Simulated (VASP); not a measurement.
# Al2O3 (Corundum): cell size against the level of theory, part 2 of 4

How close do the usual functionals, with and without dispersion, come to the cell of Al2O3 (Corundum)? LASPH is on for some levels and off for others; the table marks which. The start is a cell from a database of measured crystal structures.

VASP 6.6.1, plane waves and PAW; the level of theory is named at each step.

So far. Step 2 (Relaxation with LDA): It ends with a largest force of 0.009 eV/Å and a pressure of 0.07 GPa. The volume lies -1.5 % from that of the database's start, which holds the thermal and zero-point expansion of its experiment. The conventional cell has a = 4.739 and c = 12.913 Å.

## Step 3: Relaxation with PBE

This step: PBE; plane waves and PAW (Al, O) (VASP 6.6.1).

PBE, the usual starting point, adds the gradient of the density.

The input, INCAR:

```
SYSTEM = Al2O3
PREC = Accurate
ENCUT = 560
EDIFF = 1E-06
NELM = 100
ISMEAR = -1
SIGMA = 0.05
LREAL = .FALSE.
ALGO = Normal
GGA = PE
NBANDS = 34
LORBIT = 11
LWAVE = .FALSE.
LCHARG = .FALSE.
KPAR = 8
IBRION = 2
NSW = 60
ISIF = 3
EDIFFG = -0.01
```

The input, POSCAR:

```
Al2O3
1.0
    2.3802500000      1.3742379782      4.3318666667
   -2.3802500000      1.3742379782      4.3318666667
    0.0000000000     -2.7484759565      4.3318666667
Al O
4 6
Direct
    0.3521600000      0.3521600000      0.3521600000
    0.1478400000      0.1478400000      0.1478400000
    0.6478400000      0.6478400000      0.6478400000
    0.8521600000      0.8521600000      0.8521600000
    0.5566800000      0.9433200000      0.2500000000
    0.2500000000      0.5566800000      0.9433200000
    0.9433200000      0.2500000000      0.5566800000
    0.4433200000      0.0566800000      0.7500000000
    0.7500000000      0.4433200000      0.0566800000
    0.0566800000      0.7500000000      0.4433200000
```

The input, KPOINTS:

```
Automatic mesh
0
Gamma
5 5 5
0 0 0
```

The projector-augmented-wave data sets are Al and O (PBE family, release 64).

Launch:

```
$ mpirun -np 8 vasp_std
```

Log:

```text
[banner, memory and clock lines left out]
running    8 mpi-ranks, on    1 nodes
 distrk:  each k-point on    1 cores,    8 groups
 distr:  one band on    1 cores,    1 groups

 POSCAR found type information on POSCAR AlO
 POSCAR found :  2 types and      10 ions
 [... a notice as in an earlier step ...]

 LDA part: xc-table for (Slater+PW92), standard interpolation
 POSCAR, INCAR and KPOINTS ok, starting setup
 FFT: planning ... GRIDC
 FFT: planning ... GRID_SOFT
 FFT: planning ... GRID
 WAVECAR not read
 entering main loop
       N       E                     dE             d eps       ncg     rms          rms(c)
DAV:   1     0.245688876824E+03    0.24569E+03   -0.26627E+04  1292   0.143E+03
DAV:   2    -0.690782630528E+02   -0.31477E+03   -0.30368E+03  1656   0.304E+02
DAV:   3    -0.827071240344E+02   -0.13629E+02   -0.13581E+02  1668   0.645E+01
DAV:   4    -0.828156471032E+02   -0.10852E+00   -0.10847E+00  1584   0.664E+00
DAV:   5    -0.828169786660E+02   -0.13316E-02   -0.13313E-02  1646   0.731E-01    0.176E+01
DAV:   6    -0.746926563780E+02    0.81243E+01   -0.29675E+01  1566   0.293E+01    0.599E+00
DAV:   7    -0.747355835245E+02   -0.42927E-01   -0.89420E-01  1574   0.470E+00    0.329E+00
DAV:   8    -0.747544378620E+02   -0.18854E-01   -0.86547E-02  1556   0.229E+00    0.693E-01
DAV:   9    -0.747583214842E+02   -0.38836E-02   -0.22560E-02  1654   0.828E-01    0.315E-01
DAV:  10    -0.747589420321E+02   -0.62055E-03   -0.76043E-04  1446   0.169E-01    0.702E-02
DAV:  11    -0.747589055232E+02    0.36509E-04   -0.35554E-04  1630   0.108E-01    0.223E-02
DAV:  12    -0.747589080988E+02   -0.25756E-05   -0.19968E-05  1528   0.272E-02    0.548E-03
DAV:  13    -0.747589076401E+02    0.45867E-06   -0.31636E-06  1560   0.995E-03
   1 F= -.74758908E+02 E0= -.74758908E+02  d E =-.747589E+02
 curvature:   0.00 expect dE= 0.000E+00 dE for cont linesearch  0.000E+00
 trial: gam= 0.00000 g(F)=  0.333E-03 g(S)=  0.203E+00 ort = 0.000E+00 (trialstep = 0.100E+01)
 search vector abs. value=  0.203E+00
 bond charge predicted
       N       E                     dE             d eps       ncg     rms          rms(c)
DAV:   1    -0.755478112049E+02   -0.78890E+00   -0.15604E+01  1520   0.260E+01    0.668E+00
DAV:   2    -0.747855635657E+02    0.76225E+00   -0.30640E+00  1494   0.987E+00    0.906E-01
DAV:   3    -0.747787460567E+02    0.68175E-02   -0.57901E-02  1474   0.138E+00    0.426E-01
DAV:   4    -0.747742251997E+02    0.45209E-02   -0.48850E-03  1574   0.458E-01    0.141E-01
DAV:   5    -0.747739992986E+02    0.22590E-03   -0.75863E-04  1596   0.151E-01    0.248E-02
DAV:   6    -0.747739929882E+02    0.63104E-05   -0.13786E-05  1548   0.234E-02    0.647E-03
DAV:   7    -0.747739908397E+02    0.21485E-05   -0.12486E-06  1150   0.645E-03    0.117E-03
DAV:   8    -0.747739903699E+02    0.46973E-06   -0.13669E-07   794   0.241E-03
   2 F= -.74773990E+02 E0= -.74773990E+02  d E =-.150827E-01
[...]
3 F= -.74812360E+02 E0= -.74812360E+02  d E =-.534528E-01
[...]
4 F= -.74812346E+02 E0= -.74812346E+02  d E =-.534379E-01
 curvature:  -0.27 expect dE=-0.151E-03 dE for cont linesearch -0.171E-04
 ZBRENT: accuracy reached
 trial: gam=-0.01499 g(F)=  0.440E-03 g(S)=  0.124E-03 ort = 0.361E-02 (trialstep = 0.905E+00)
 search vector abs. value=  0.502E-03
 bond charge predicted
       N       E                     dE             d eps       ncg     rms          rms(c)
DAV:   1    -0.748125053051E+02   -0.15880E-03   -0.88189E-02  1300   0.184E+00    0.609E-02
DAV:   2    -0.748126127370E+02   -0.10743E-03   -0.17007E-03  1664   0.237E-01    0.364E-02
DAV:   3    -0.748125861170E+02    0.26620E-04   -0.24954E-05  1598   0.391E-02    0.174E-02
DAV:   4    -0.748125813157E+02    0.48014E-05   -0.21653E-05  1598   0.308E-02    0.300E-03
DAV:   5    -0.748125814499E+02   -0.13419E-06   -0.30902E-06  1234   0.105E-02
   5 F= -.74812581E+02 E0= -.74812581E+02  d E =-.235912E-03
 trial-energy change:   -0.000236  1 .order   -0.000238   -0.000462   -0.000015
 step:   0.9352(harm=  0.9352)  dis= 0.00169  next Energy=   -74.812584 (dE=-0.239E-03)
 reached required accuracy - stopping structural energy minimisation
```

It took 25 s on 8 MPI ranks of AMD EPYC 9R45, shared host; peak memory 2.1 GiB; 2.6 min of CPU time.

Parts of OUTCAR (step 3):

```text
 Found     19 irreducible k-points:

   NELECT =      48.0000    total number of electrons

 E-fermi :   6.9640

 k-point     1 :       0.0000    0.0000    0.0000
  band No.  band energies     occupation
    ...
     20       5.3588      2.00000
     21       5.3588      2.00000
     22       5.7849      2.00000
     23       5.7849      2.00000
     24       5.8165      2.00000
     25      11.6822      0.00000
     26      14.7313      0.00000
     27      16.1994      0.00000
     28      17.0951      0.00000
     29      17.0951      0.00000
    ...

 k-point     2 :       0.2000   -0.0000    0.0000
  band No.  band energies     occupation
    ...
     20       4.7676      2.00000
     21       5.1372      2.00000
     22       5.4500      2.00000
     23       5.7265      2.00000
     24       5.7549      2.00000
     25      12.5551      0.00000
     26      15.4152      0.00000
     27      15.7048      0.00000
     28      16.6205      0.00000
     29      16.6733      0.00000
    ...

  Total        0.0768630      0.0768630      0.0328610      0.0000000     -0.0000000     -0.0000000
  in kB        1.4079111      1.4079111      0.6019190      0.0000000     -0.0000000     -0.0000000
  external PRESSURE =       1.1392470 kB  Pullay stress =       0.0000000 kB

  energy-cutoff  :      560.00
  volume of cell :       87.47
      direct lattice vectors                 reciprocal lattice vectors
     2.403063728  1.387409490  4.372519191     0.208067724  0.120127956  0.076233704
    -2.403063728  1.387409490  4.372519191    -0.208067724  0.120127956  0.076233704
    -0.000000000 -2.774818980  4.372519191     0.000000000 -0.240255913  0.076233704

 POSITION                                       TOTAL-FORCE (eV/Angst)
 -----------------------------------------------------------------------------------
     -0.00000     -0.00000      4.61935        -0.000000     -0.000000      0.003759
     -0.00000     -0.00000      1.93943        -0.000000      0.000000     -0.003759
     -0.00000     -0.00000      8.49821        -0.000000      0.000000     -0.003759
     -0.00000     -0.00000     11.17813        -0.000000     -0.000000      0.003759
     -0.93147      1.38741      7.65191        -0.001895      0.000000     -0.000000
     -0.73580     -1.50038      7.65191         0.000947     -0.001641      0.000000
      1.66727      0.11297      7.65191         0.000947      0.001641     -0.000000
      0.93147     -1.38741      5.46565         0.001895      0.000000     -0.000000
      0.73580      1.50038      5.46565        -0.000947      0.001641     -0.000000
     -1.66727     -0.11297      5.46565        -0.000947     -0.001641      0.000000
 -----------------------------------------------------------------------------------
    total drift:                                0.000000     -0.000000      0.000000

  FREE ENERGIE OF THE ION-ELECTRON SYSTEM (eV)
  ---------------------------------------------------
  free  energy   TOTEN  =       -74.8125814499 eV

  energy  without entropy=      -74.8125814498  energy(sigma->0) =      -74.81258145

 total charge
# of ion       s       p       d       tot
------------------------------------------
    1        0.307   0.387   0.000   0.694
    2        0.307   0.387   0.000   0.694
    3        0.307   0.387   0.000   0.694
    4        0.307   0.387   0.000   0.694
    5        1.545   3.627   0.000   5.171
    6        1.545   3.627   0.000   5.171
    7        1.545   3.627   0.000   5.171
    8        1.545   3.627   0.000   5.171
    9        1.545   3.627   0.000   5.171
   10        1.545   3.627   0.000   5.171
--------------------------------------------------
tot         10.496  23.306   0.000  33.802

[... 9 parts as in an earlier step ...]

[... 5 further parts left out ...]
```

CONTCAR:

```
Al2O3
   1.00000000000000
     2.4030637277080173    1.3874094900326583    4.3725191913240229
    -2.4030637277080173    1.3874094900326583    4.3725191913240229
    -0.0000000000000000   -2.7748189801672138    4.3725191913243204
  Al              O
     4     6
Direct
     0.3521502686019725    0.3521502686019725    0.3521502686019725
     0.1478497313980275    0.1478497313980275    0.1478497313980276
     0.6478497313980274    0.6478497313980274    0.6478497313980275
     0.8521502686019726    0.8521502686019726    0.8521502686019725
     0.5561919080933710    0.9438080919066290    0.2500000000000000
     0.2500000000000000    0.5561919080933710    0.9438080919066290
     0.9438080919066290    0.2500000000000000    0.5561919080933710
     0.4438080919066290    0.0561919080933711    0.7500000000000000
     0.7500000000000000    0.4438080919066289    0.0561919080933711
     0.0561919080933711    0.7500000000000000    0.4438080919066289
```

Step by step:

```
step  energy less that of the first step (eV)  largest force (eV/Å)  pressure (GPa)  volume (Å³)
   1                                   0.0000                0.0273            7.05        85.02
   2                                  -0.0151                0.0492           -5.45        89.70
   3                                  -0.0535                0.0382           -0.02        87.51
   4                                  -0.0534                0.0379            0.12        87.46
   5                                  -0.0537                0.0038            0.11        87.47
```

```
conventional cell, symmetrised  before   after  change
                         a (Å)   4.760   4.806  +1.0 %
                         b (Å)   4.760   4.806  +1.0 %
                         c (Å)  12.996  13.118  +0.9 %
              volume (Å³/atom)    8.50    8.75  +2.9 %
```

Final coordinates:

```xyz
10
Lattice="2.4031 1.3874 4.3725 -2.4031 1.3874 4.3725 0.0000 -2.7748 4.3725" Properties=species:S:1:pos:R:3 pbc="T T T"
Al    0.0000    0.0000    4.6194
Al    0.0000    0.0000    1.9394
Al    0.0000    0.0000    8.4982
Al    0.0000    0.0000   11.1781
O    -0.9315    1.3874    7.6519
O    -0.7358   -1.5004    7.6519
O     1.6673    0.1130    7.6519
O     0.9315   -1.3874    5.4656
O     0.7358    1.5004    5.4656
O    -1.6673   -0.1130    5.4656
```

This step gave:

- free energy (TOTEN): -74.8126 eV
- Fermi energy: 6.964 eV
- pressure: 0.1139 GPa
- SCF cycles over all ionic steps: 36
- gap on the k-mesh: 5.866 eV
- least direct gap on the k-mesh: 5.866 eV

It ends at 8.747 Å³/atom, +2.9 % from the start, with 0.11 GPa left. The conventional cell has a = 4.806 and c = 13.118 Å.

## Step 4: Relaxation with r2SCAN

This step: r2SCAN; plane waves and PAW (Al, O) (VASP 6.6.1).

r2SCAN adds the kinetic-energy density, costs more than a GGA and is run with LASPH.

INCAR, as its differences from that of step 3:

```diff
@@ -9,3 +9,4 @@
 ALGO = Normal
-GGA = PE
+METAGGA = R2SCAN
+LASPH = .TRUE.
 NBANDS = 34
```

POSCAR is that of step 3.

KPOINTS is that of step 3.

Launch:

```
$ mpirun -np 8 vasp_std
```

Log:

```text
[banner, memory and clock lines left out]
running    8 mpi-ranks, on    1 nodes
[...]
[... a notice as in an earlier step ...]

 [... a notice as in an earlier step ...]

 LDA part: xc-table for (None), standard interpolation
 POSCAR, INCAR and KPOINTS ok, starting setup
[...]
entering main loop
       N       E                     dE             d eps       ncg     rms          rms(c)
DAV:   1     0.222140467547E+03    0.22214E+03   -0.27427E+04  1292   0.148E+03
DAV:   2    -0.103548890961E+03   -0.32569E+03   -0.31401E+03  1654   0.315E+02
DAV:   3    -0.117661172442E+03   -0.14112E+02   -0.14061E+02  1668   0.665E+01
DAV:   4    -0.117773189601E+03   -0.11202E+00   -0.11196E+00  1576   0.682E+00
[...]
DAV:  12    -0.962784105621E+02    0.13718E-04   -0.14063E-05  1566   0.206E-02    0.951E-03
DAV:  13    -0.962784084055E+02    0.21566E-05   -0.17106E-06  1084   0.831E-03    0.332E-03
DAV:  14    -0.962784091840E+02   -0.77854E-06   -0.10079E-06   798   0.557E-03
   1 F= -.96278409E+02 E0= -.96278409E+02  d E =-.962784E+02
[... from here on, the cycles between the ionic steps are left out ...]
   2 F= -.96279579E+02 E0= -.96279579E+02  d E =-.116948E-02
   3 F= -.96280134E+02 E0= -.96280134E+02  d E =-.172511E-02
   4 F= -.96280132E+02 E0= -.96280132E+02  d E =-.172319E-02
   5 F= -.96280238E+02 E0= -.96280238E+02  d E =-.105412E-03
 trial-energy change:   -0.000105  1 .order   -0.000136   -0.000335    0.000063
 step:   0.6988(harm=  0.7776)  dis= 0.00130  next Energy=   -96.280246 (dE=-0.113E-03)
 reached required accuracy - stopping structural energy minimisation
```

The job ended after 1.8 min (8 MPI ranks; peak memory 2.2 GiB; 12 min of CPU time).

Parts of OUTCAR (step 4):

```text
  Total       -0.0524457     -0.0524457      0.0256033      0.0000000     -0.0000000      0.0000000
  in kB       -0.9913929     -0.9913929      0.4839845      0.0000000     -0.0000000      0.0000000
  external PRESSURE =      -0.4996004 kB  Pullay stress =       0.0000000 kB

 POSITION                                       TOTAL-FORCE (eV/Angst)
 -----------------------------------------------------------------------------------
     -0.00000     -0.00000      4.56712         0.000000     -0.000000      0.001650
     -0.00000     -0.00000      1.92312         0.000000      0.000000     -0.001650
     -0.00000     -0.00000      8.41337         0.000000      0.000000     -0.001650
     -0.00000     -0.00000     11.05737         0.000000     -0.000000      0.001650
     -0.92171      1.37292      7.57195         0.008749      0.000000      0.000000
     -0.72813     -1.48469      7.57195        -0.004375      0.007577      0.000000
      1.64984      0.11177      7.57195        -0.004375     -0.007577     -0.000000
      0.92171     -1.37292      5.40854        -0.008749      0.000000     -0.000000
      0.72813      1.48469      5.40854         0.004375     -0.007577     -0.000000
     -1.64984     -0.11177      5.40854         0.004375      0.007577      0.000000
 -----------------------------------------------------------------------------------
    total drift:                               -0.000000     -0.000000      0.000000

  FREE ENERGIE OF THE ION-ELECTRON SYSTEM (eV)
  ---------------------------------------------------
  free  energy   TOTEN  =       -96.2802377883 eV

  energy  without entropy=      -96.2802377882  energy(sigma->0) =      -96.28023779

[... 2 parts as in an earlier step ...]

[... 2 further parts left out ...]
[key lines of the parts left out:]
E-fermi :   6.8748
```

The PAW data sets were made with PBE, which is usual practice but a small mismatch for other functionals.

Relaxation path:

```
step  energy less that of the first step (eV)  largest force (eV/Å)  pressure (GPa)  volume (Å³)
   1                                   0.0000                0.0801           -0.84        85.02
   2                                  -0.0012                0.0265            0.85        84.47
   3                                  -0.0017                0.0297            0.24        84.66
   4                                  -0.0017                0.0323            0.19        84.68
   5                                  -0.0018                0.0087           -0.05        84.76
```

```
conventional cell, symmetrised  before   after  change
                         a (Å)   4.760   4.756  -0.1 %
                         b (Å)   4.760   4.756  -0.1 %
                         c (Å)  12.996  12.980  -0.1 %
              volume (Å³/atom)    8.50    8.48  -0.3 %
```

The relaxed structure:

```xyz
10
Lattice="2.3780 1.3729 4.3268 -2.3780 1.3729 4.3268 0.0000 -2.7458 4.3268" Properties=species:S:1:pos:R:3 pbc="T T T"
Al    0.0000    0.0000    4.5671
Al    0.0000    0.0000    1.9231
Al    0.0000    0.0000    8.4134
Al    0.0000    0.0000   11.0574
O    -0.9217    1.3729    7.5720
O    -0.7281   -1.4847    7.5720
O     1.6498    0.1118    7.5720
O     0.9217   -1.3729    5.4085
O     0.7281    1.4847    5.4085
O    -1.6498   -0.1118    5.4085
```

It ends at 8.476 Å³/atom, -0.3 % from the start, with -0.05 GPa left. The conventional cell has a = 4.756 and c = 12.980 Å.

[end of part 2 of 4]

[Lines on the potential files, build, host, timing and source positions are cut from VASP's logs without a mark.]

[Logs are printed without paths, hosts, clocks, repeated set-up lines and the standing remarks that a program may print on its own settings, such as how far it seeks lower states.]

[Hosts, paths, dates, database ids (printed as entryN), source tags and the programs' standing remarks are cut or masked in the printed files.]

[A measured line is paired with the nearest computed mode of its activity, which favours agreement.]
